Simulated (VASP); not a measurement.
Input:

```yaml
crystal:
  lattice:
    - [0.00000, 3.14151, 3.14151]
    - [3.14151, 0.00000, 3.14151]
    - [3.14151, 3.14151, 0.00000]
  atoms:
    - { symbol: Ba, position: [0.00000, 0.00000, 0.00000] }
    - { symbol: F, position: [0.25000, 0.25000, 0.25000] }
    - { symbol: F, position: [0.75000, 0.75000, 0.75000] }
```

All values below come from PBE GGA, VASP's PBE PAW potentials (set 64) (plane waves; VASP). Settings: 600 eV cut-off, 8×8×8 Γ-centred mesh, Gaussian smearing of 0.050 eV, potentials Ba_sv F.

### Question
Estimate the energy per atom (σ→0).

### Answer

The energy per atom (σ→0) is -5.711 eV/atom.

Only differences to runs with the same potentials and settings are physical.

The compound is BaF2 in the fluorite structure. It was relaxed first.
